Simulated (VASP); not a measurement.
Input:

```
CELL_PARAMETERS angstrom
      1.91292    -3.31327     0.00000
      1.91292     3.31327     0.00000
      0.00000     0.00000     5.94841
ATOMIC_POSITIONS crystal
  La 0.33333 0.66667 0.24610
  La 0.66667 0.33333 0.75390
  O  0.00000 0.00000 0.00000
  O  0.33333 0.66667 0.64583
  O  0.66667 0.33333 0.35417
```

Calculation: AM05 GGA, VASP's PBE PAW potentials (set 64) (plane waves; VASP). Numerical set-up: 520 eV cut-off, 7×7×4 Γ-centred mesh, Gaussian smearing of 0.050 eV, potentials La O.

**Question.** The ions and cell shape at fixed volume are relaxed. Which structure does the run end with?

**Answer.** 
```
CELL_PARAMETERS angstrom
      1.93437    -3.35043     0.00000
      1.93437     3.35043     0.00000
      0.00000     0.00000     5.81717
ATOMIC_POSITIONS crystal
  La 0.33333 0.66667 0.24097
  La 0.66667 0.33333 0.75903
  O  0.00000 0.00000 0.00000
  O  0.33333 0.66667 0.64915
  O  0.66667 0.33333 0.35085
```
Space group P-3m1 (164), at a tolerance of 0.03 Å.

**Question.** How much energy does the relaxation gain?

**Answer.** The energy (σ→0) changes by -5.3 meV/atom, in 10 ionic steps.

The compound is La2O3 in the a-type structure. This cell is one point of a volume scan, at 0.94 of the reference volume. Symmetry was kept, so distortions that lower it aren't found.
